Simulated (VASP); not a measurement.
Calculation: PBE GGA, VASP's PBE PAW potentials (set 64) (plane waves; VASP).

Input for VASP

**POSCAR**
```
MgB2
1
    1.5759000000    -2.7295380000     0.0000000000
    1.5759000000     2.7295380000     0.0000000000
    0.0000000000     0.0000000000     3.5904000000
Mg B
1 2
Direct
  0.0000000000   0.0000000000   0.0000000000
  0.3333330000   0.6666670000   0.5000000000
  0.6666670000   0.3333330000   0.5000000000
```

KPOINTS:
```
Automatic
0
G
  8 8 7
0 0 0
```

### INCAR
```
ALGO = Normal
EDIFF = 1E-6
ENCUT = 520
GGA = PE
ISIF = 2
ISMEAR = 1
LASPH = .TRUE.
LCHARG = .FALSE.
LREAL = .FALSE.
LWAVE = .FALSE.
NELM = 100
PREC = Accurate
SIGMA = 0.1
SYSTEM = MgB2
```

POTCAR, in this order: Mg B (PBE.64 set). Program: vasp_std.

What VASP printed:

### OSZICAR
```
       N       E                     dE             d eps       ncg     rms          rms(c)
DAV:   1     0.469083503157E+01    0.46908E+01   -0.37606E+03   672   0.829E+02
DAV:   2    -0.164970688010E+02   -0.21188E+02   -0.20497E+02   936   0.103E+02
DAV:   3    -0.167891390663E+02   -0.29207E+00   -0.29192E+00   800   0.151E+01
DAV:   4    -0.167896774309E+02   -0.53836E-03   -0.53836E-03  1048   0.619E-01
DAV:   5    -0.167896775540E+02   -0.12311E-06   -0.12336E-06   800   0.786E-03    0.494E+00
DAV:   6    -0.154896440108E+02    0.13000E+01   -0.22306E+00   696   0.798E+00    0.236E+00
DAV:   7    -0.152561539584E+02    0.23349E+00   -0.10715E+00   776   0.543E+00    0.702E-01
DAV:   8    -0.152566591860E+02   -0.50523E-03   -0.45121E-02   704   0.158E+00    0.273E-01
DAV:   9    -0.152529735174E+02    0.36857E-02   -0.12195E-02   736   0.593E-01    0.463E-02
DAV:  10    -0.152529827520E+02   -0.92347E-05   -0.29152E-04   968   0.131E-01    0.186E-02
DAV:  11    -0.152529821665E+02    0.58556E-06   -0.19401E-05   696   0.291E-02    0.304E-03
DAV:  12    -0.152529817435E+02    0.42300E-06   -0.24712E-06   752   0.914E-03
   1 F= -.15252982E+02 E0= -.15252866E+02  d E =-.347025E-03
```

File OUTCAR:
```
------------------------ aborting loop because EDIFF is reached ----------------------------------------
  FORCE on cell =-STRESS in cart. coord.  units (eV):
  Direction    XX          YY          ZZ          XY          YZ          ZX
  --------------------------------------------------------------------------------------
  Total       -1.9674586     -1.9674573     -1.4912226      0.0000000     -0.0000000     -0.0000000
  in kB     -102.0529456   -102.0528807    -77.3503753      0.0000000     -0.0000000     -0.0000000
  external PRESSURE =     -93.8187338 kB  Pullay stress =       0.0000000 kB
  volume of cell :       30.89
      direct lattice vectors                 reciprocal lattice vectors
     1.575900000 -2.729538000  0.000000000     0.317279015 -0.183181183  0.000000000
     1.575900000  2.729538000  0.000000000     0.317279015  0.183181183  0.000000000
     0.000000000  0.000000000  3.590400000     0.000000000  0.000000000  0.278520499
 POSITION                                       TOTAL-FORCE (eV/Angst)
 -----------------------------------------------------------------------------------
      0.00000      0.00000      0.00000         0.000000     -0.000000      0.000000
      1.57590      0.90985      1.79520         0.000000     -0.000000      0.000000
      1.57590     -0.90985      1.79520        -0.000000      0.000000      0.000000
 -----------------------------------------------------------------------------------
    total drift:                                0.000000     -0.000000      0.000000
  FREE ENERGIE OF THE ION-ELECTRON SYSTEM (eV)
  ---------------------------------------------------
  free  energy   TOTEN  =       -15.2529817435 eV

  energy  without entropy=      -15.2526347186  energy(sigma->0) =      -15.25286607
```
(Selected blocks of OUTCAR.)

The compound is MgB2 in the AlB2 type structure. The cell was not relaxed at this level.
